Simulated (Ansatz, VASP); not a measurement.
## CuS in two plane-wave programs

One calculation is typed for both programs; each brings its own data sets. How far apart do they land? The cell is taken from a series of runs on this material, whose earlier steps may have relaxed, scaled, displaced or heated it; both programs get it as it stands.

Main program and level: Ansatz 0.2.0; plane waves, with VASP 6.6.1 beside it; zone-centre phonons at LDA.

## (1) The starting structure

It takes space group F-43m (No. 216, cubic). Conventional cell: a = 5.068 Å, b = 5.068 Å, c = 5.068 Å, α = 90.00°, β = 90.00°, γ = 90.00°. Nearest to Cu lie 4 S at 2.19 Å. Nearest to S lie 4 Cu at 2.19 Å. Farther neighbours and most contacts between anions are not listed.

## (2) VASP: zone-centre phonons, LDA

Second derivatives magnify differences that forces hide, and they need a tight electronic threshold.

Lines of VASP's logs that name or quote its potential files are left out, and so is its time.

File INCAR:

```
SYSTEM = CuS
PREC = Accurate
ENCUT = 600
EDIFF = 1E-08
NELM = 120
ISMEAR = 1
SIGMA = 0.15
LREAL = .FALSE.
ALGO = Normal
GGA = PW92
NBANDS = 14
LASPH = .TRUE.
LORBIT = 11
LWAVE = .FALSE.
LCHARG = .FALSE.
ISIF = 2
IBRION = 8
GGA_COMPAT = .FALSE.
KPAR = 2
```

File POSCAR:

```
CuS
1.0
   -2.5339409336      0.0000000000      2.5339409336
    0.0000000000      2.5339409336      2.5339409336
   -2.5339409336      2.5339409336      0.0000000000
Cu S
1 1
Direct
    0.2500000000      0.2500000000      0.2500000000
    0.0000000000      0.0000000000      0.0000000000
```

File KPOINTS:

```
Automatic mesh
0
Gamma
12 12 12
0 0 0
```

The projector-augmented-wave data sets are Cu and S (LDA family, release 64).

Launch:

```
mpirun -np 2 vasp_std
```

Numbers of over 12 decimals in the logs are rounded to 6 here.

Log:

```text
[banner, memory and clock lines left out]
running    2 mpi-ranks, on    1 nodes
 distrk:  each k-point on    1 cores,    2 groups
 distr:  one band on    1 cores,    1 groups

 POSCAR found type information on POSCAR CuS
 POSCAR found :  2 types and       2 ions
|                                                                             |
|               ----> ADVICE to this user running VASP <----                  |
|                                                                             |
|     You enforced a specific xc type in the INCAR file but a different       |
|     [... a line on the potential file left out ...]
|     I HOPE YOU KNOW WHAT YOU ARE DOING!                                     |
|                                                                             |

 LDA part: xc-table for (Slater(with rela. corr.)+PW92), standard interpolation
 POSCAR, INCAR and KPOINTS ok, starting setup
 FFT: planning ... GRIDC
 FFT: planning ... GRID_SOFT
 FFT: planning ... GRID
 WAVECAR not read
 entering main loop
       N       E                     dE             d eps       ncg     rms          rms(c)
DAV:   1     0.961187503545E+02    0.96119E+02   -0.80990E+03  2030   0.170E+03
DAV:   2    -0.388402824316E+01   -0.10000E+03   -0.90993E+02  2070   0.293E+02
DAV:   3    -0.115180974516E+02   -0.76341E+01   -0.72905E+01  2702   0.809E+01
DAV:   4    -0.117274094963E+02   -0.20931E+00   -0.20890E+00  2262   0.123E+01
DAV:   5    -0.117349875662E+02   -0.75781E-02   -0.75767E-02  2934   0.254E+00    0.122E+01
DAV:   6    -0.117495288207E+02   -0.14541E-01   -0.25395E+01  2118   0.167E+02    0.988E+00
DAV:   7    -0.985799440484E+01    0.18915E+01   -0.65730E+00  2472   0.973E+01    0.320E+00
DAV:   8    -0.987716519524E+01   -0.19171E-01   -0.48799E-01  3020   0.167E+01    0.160E+00
DAV:   9    -0.985211777801E+01    0.25047E-01   -0.11052E-01  2832   0.116E+01    0.323E-01
DAV:  10    -0.985259957468E+01   -0.48180E-03   -0.57632E-03  2784   0.830E-01    0.268E-01
DAV:  11    -0.985264856553E+01   -0.48991E-04   -0.13039E-04  2750   0.124E-01    0.123E-01
DAV:  12    -0.985261844410E+01    0.30121E-04   -0.28961E-04  2508   0.621E-01    0.115E-01
DAV:  13    -0.985259065258E+01    0.27792E-04   -0.21777E-05  3174   0.144E-01    0.745E-02
DAV:  14    -0.985259097345E+01   -0.32087E-06   -0.23310E-06  2388   0.116E-02    0.757E-02
[...]
DAV:  19    -0.985258020033E+01   -0.17290E-05   -0.96923E-07  3194   0.168E-02    0.568E-02
DAV:  20    -0.985257919170E+01    0.10086E-05   -0.97741E-08  2564   0.654E-03    0.507E-02
DAV:  21    -0.985257755643E+01    0.16353E-05   -0.35844E-07  2632   0.126E-02    0.395E-02
DAV:  22    -0.985257511446E+01    0.24420E-05   -0.88319E-07  2870   0.743E-03    0.287E-02
DAV:  23    -0.985257276616E+01    0.23483E-05   -0.21956E-06  3022   0.120E-02    0.135E-02
DAV:  24    -0.985257216173E+01    0.60442E-06   -0.89031E-07  3102   0.742E-03    0.376E-03
DAV:  25    -0.985257210768E+01    0.54055E-07   -0.87472E-08  3130   0.238E-03    0.872E-04
DAV:  26    -0.985257210429E+01    0.33820E-08   -0.62864E-09  1196   0.726E-04
   1 F= -.98525721E+01 E0= -.98528409E+01  d E =0.806385E-03
 Linear response reoptimize wavefunctions to high precision
DAV:   1    -0.985257210397E+01    0.32310E-09   -0.14179E-09  1846   0.395E-04
DAV:   2    -0.985257210403E+01   -0.62073E-10   -0.20476E-10  1146   0.199E-04
 Linear response DOF=           2
 Linear response progress:
  Degree of freedom:   1/  2
       N       E                     dE             d eps       ncg     rms          rms(c)
RMM:   1    -0.240598113656E+00   -0.24060E+00   -0.14449E-01 10453   0.660E+00
RMM:   2    -0.239637671436E+00    0.96044E-03   -0.12166E-02 10663   0.178E+00    0.151E-01
RMM:   3    -0.240152011364E+00   -0.51434E-03   -0.21125E-03 12845   0.420E-01    0.970E-02
RMM:   4    -0.240480380539E+00   -0.32837E-03   -0.42835E-04 13240   0.195E-01    0.161E-02
RMM:   5    -0.240408513542E+00    0.71867E-04   -0.29871E-05 13246   0.452E-02    0.674E-03
RMM:   6    -0.240423740100E+00   -0.15227E-04   -0.19284E-06 14090   0.115E-02    0.127E-03
RMM:   7    -0.240421795697E+00    0.19444E-05   -0.11391E-07 13885   0.313E-03    0.519E-04
RMM:   8    -0.240417852481E+00    0.39432E-05   -0.13623E-08 13863   0.112E-03    0.128E-04
RMM:   9    -0.240417447947E+00    0.40453E-06   -0.98911E-09 13125   0.475E-04    0.797E-05
RMM:  10    -0.240416982447E+00    0.46550E-06   -0.42322E-09 14193   0.193E-04    0.268E-05
RMM:  11    -0.240416793808E+00    0.18864E-06   -0.18585E-09 14230   0.691E-05    0.283E-06
RMM:  12    -0.240416826382E+00   -0.32574E-07   -0.16150E-09 14466   0.285E-05    0.166E-06
RMM:  13    -0.240416826683E+00   -0.30163E-09   -0.16788E-09 14314   0.129E-05    0.689E-07
 first order change of Fermi-energy   0.87535E-04
 force on displaced ion       1 direction 1 :  -7.188  -0.000  -0.000
 Linear response progress:
  Degree of freedom:   2/  2
       N       E                     dE             d eps       ncg     rms          rms(c)
RMM:   1    -0.102593182694E+00   -0.10259E+00    0.32548E-02 17571   0.401E+00
RMM:   2    -0.980877979210E-01    0.45054E-02   -0.11202E-02 12830   0.169E+00    0.127E-01
RMM:   3    -0.995823228597E-01   -0.14945E-02   -0.31093E-03 14053   0.488E-01    0.615E-02
RMM:   4    -0.100074082228E+00   -0.49176E-03   -0.24768E-04 12933   0.144E-01    0.190E-02
RMM:   5    -0.100190811346E+00   -0.11673E-03   -0.25241E-05 14049   0.474E-02    0.122E-02
RMM:   6    -0.100155104935E+00    0.35706E-04   -0.28782E-06 14126   0.150E-02    0.371E-03
RMM:   7    -0.100152852804E+00    0.22521E-05   -0.34456E-07 13785   0.528E-03    0.144E-03
RMM:   8    -0.100156341926E+00   -0.34891E-05   -0.55836E-09 12504   0.231E-03    0.112E-03
RMM:   9    -0.100164705705E+00   -0.83638E-05   -0.65256E-08 13042   0.167E-03    0.729E-05
RMM:  10    -0.100165958560E+00   -0.12529E-05    0.17698E-10 14668   0.654E-04    0.732E-05
RMM:  11    -0.100165165771E+00    0.79279E-06    0.83590E-10 13643   0.216E-04    0.263E-05
RMM:  12    -0.100165125195E+00    0.40576E-07   -0.20625E-09 14398   0.814E-05    0.257E-05
RMM:  13    -0.100165139602E+00   -0.14408E-07   -0.24079E-10 14526   0.263E-05    0.269E-06
RMM:  14    -0.100165130849E+00    0.87536E-08   -0.42568E-10 14826   0.103E-05    0.604E-07
 first order change of Fermi-energy  -0.77986E-03
 force on displaced ion       2 direction 1 :  -7.172  -0.000  -0.000
 Linear response finished
```

From OUTCAR (step 2):

```text
ion  position               nearest neighbor table
   1  0.250  0.250  0.250-   2 2.19   2 2.19   2 2.19   2 2.19
   2  0.000  0.000  0.000-   1 2.19   1 2.19   1 2.19   1 2.19

  LATTYP: Found a face centered cubic cell.
 ALAT       =     5.0678818672

 Subroutine GETGRP returns: Found 24 space group operations
 (whereof 24 operations were pure point group operations)

The static configuration has the point symmetry T_d .

 Found     72 irreducible k-points:

   k-points           NKPTS =     72   k-points in BZ     NKDIM =     72   number of bands    NBANDS=     14

   dimension x,y,z NGX =    30 NGY =   30 NGZ =   30
   dimension x,y,z NGXF=    60 NGYF=   60 NGZF=   60

   ENCUT  =  600.0 eV  44.10 Ry    6.64 a.u.   7.16  7.16  7.16*2*pi/ulx,y,z

   NELECT =      17.0000    total number of electrons

 k-points in reciprocal lattice and weights: Automatic mesh
   0.00000000  0.00000000  0.00000000       0.001
   0.08333333  0.00000000  0.00000000       0.005
   0.16666667  0.00000000  0.00000000       0.005
   0.25000000  0.00000000  0.00000000       0.005
   0.33333333  0.00000000  0.00000000       0.005
   0.41666667  0.00000000  0.00000000       0.005
   0.50000000  0.00000000  0.00000000       0.002
   0.08333333  0.08333333  0.00000000       0.003
   0.16666667  0.08333333  0.00000000       0.014
[...]
-0.33333333  0.50000000  0.16666667       0.007
  -0.25000000  0.50000000  0.25000000       0.003

 average (electrostatic) potential at core
       1 -67.0878       2 -86.9747

  Total        0.0463449      0.0463449      0.0463449     -0.0000000      0.0000000     -0.0000000
  in kB        2.2818808      2.2818808      2.2818808     -0.0000000      0.0000000     -0.0000000
  external PRESSURE =       2.2818808 kB  Pullay stress =       0.0000000 kB

  energy-cutoff  :      600.00
  volume of cell :       32.54
      direct lattice vectors                 reciprocal lattice vectors
    -2.533940934  0.000000000  2.533940934    -0.197321095 -0.197321095  0.197321095
     0.000000000  2.533940934  2.533940934     0.197321095  0.197321095  0.197321095
    -2.533940934  2.533940934  0.000000000    -0.197321095  0.197321095 -0.197321095

 POSITION                                       TOTAL-FORCE (eV/Angst)
 -----------------------------------------------------------------------------------
     -1.26697      1.26697      1.26697         0.000000     -0.000000     -0.000000
      0.00000      0.00000      0.00000        -0.000000      0.000000      0.000000
 -----------------------------------------------------------------------------------
    total drift:                               -0.000001      0.000001      0.000000

 Eigenvectors and eigenvalues of the dynamical matrix
 ----------------------------------------------------

   1 f  =    9.072258 THz    57.002678 2PiTHz  302.617951 cm-1    37.519827 meV
             X         Y         Z           dx          dy          dz
     -1.266970  1.266970  1.266970     0.000000    0.579546    0.000000
      0.000000  0.000000  0.000000    -0.000000   -0.814939    0.000000

   2 f  =    9.072258 THz    57.002678 2PiTHz  302.617951 cm-1    37.519827 meV
             X         Y         Z           dx          dy          dz
     -1.266970  1.266970  1.266970    -0.579546    0.000000    0.000000
      0.000000  0.000000  0.000000     0.814939   -0.000000    0.000000

   3 f  =    9.072258 THz    57.002678 2PiTHz  302.617951 cm-1    37.519827 meV
             X         Y         Z           dx          dy          dz
     -1.266970  1.266970  1.266970     0.000000    0.000000   -0.579546
      0.000000  0.000000  0.000000     0.000000    0.000000    0.814939

   4 f/i=    0.004781 THz     0.030039 2PiTHz    0.159471 cm-1     0.019772 meV
             X         Y         Z           dx          dy          dz
     -1.266970  1.266970  1.266970    -0.814724   -0.018733    0.000000
      0.000000  0.000000  0.000000    -0.579393   -0.013322    0.000000

   5 f/i=    0.004781 THz     0.030039 2PiTHz    0.159471 cm-1     0.019772 meV
             X         Y         Z           dx          dy          dz
     -1.266970  1.266970  1.266970     0.000000    0.000000    0.814939
      0.000000  0.000000  0.000000     0.000000    0.000000    0.579546

   6 f/i=    0.004781 THz     0.030039 2PiTHz    0.159471 cm-1     0.019772 meV
             X         Y         Z           dx          dy          dz
     -1.266970  1.266970  1.266970    -0.018733    0.814724    0.000000
      0.000000  0.000000  0.000000    -0.013322    0.579393    0.000000

 ELASTIC MODULI CONTR FROM IONIC RELAXATION (kBar)
 Direction    XX          YY          ZZ          XY          YZ          ZX
 --------------------------------------------------------------------------------
 XX          -0.0000     -0.0000     -0.0000     -0.0000      0.0000     -0.0000
 YY          -0.0000     -0.0000     -0.0000     -0.0000      0.0000     -0.0000
 ZZ          -0.0000     -0.0000     -0.0000      0.0000      0.0000     -0.0000
 XY          -0.0000     -0.0000      0.0000   -466.1545     -0.0000      0.0000
 YZ           0.0000      0.0000      0.0000     -0.0000   -466.1545     -0.0000
 ZX          -0.0000     -0.0000     -0.0000      0.0000     -0.0000   -466.1545
 --------------------------------------------------------------------------------
```

This run has no spin polarisation, so a moment on Cu, if there is one, isn't seen. Its electron count is odd, so without a moment it is a metal by construction.

(Part 1 of 2 ends here.)

[Lines on the potential files, build, host, timing and source positions are cut from VASP's logs without a mark.]

[Logs are printed without paths, hosts, clocks, repeated set-up lines and the standing remarks that a program may print on its own settings, such as how far it seeks lower states.]

[Hosts, paths, dates, database ids (printed as entryN), source tags and the programs' standing remarks are cut or masked in the printed files.]
